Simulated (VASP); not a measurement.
Consider the following.

```
WSe2
1.0
    1.66105    -2.87703     0.00000
    1.66105     2.87703     0.00000
    0.00000     0.00000    14.57597
W Se
2 4
Direct
  0.33333   0.66667   0.25000
  0.66667   0.33333   0.75000
  0.33333   0.66667   0.86526
  0.66667   0.33333   0.36526
  0.66667   0.33333   0.13474
  0.33333   0.66667   0.63474
```

Method: PBE GGA, VASP's PBE PAW potentials (set 64) (plane waves; VASP). Numerical set-up: 520 eV cut-off, 6×6×1 Γ-centred mesh, Gaussian smearing of 0.050 eV, potentials W_sv Se.

Without a dispersion term in the relaxation, distances and binding between the weakly bound layers, chains or molecules are unreliable, and so is what depends on them.

### Question
What does the run give for the energy per atom (σ→0)?

### Answer

The energy per atom (σ→0) is -7.207 eV/atom.

The compound is WSe2 in the 2H layered structure. It was relaxed first, which changed the volume by +15 %. The k-mesh is coarse (spacing up to 0.43 per Å, 2π included), so the numbers may not be converged in it.
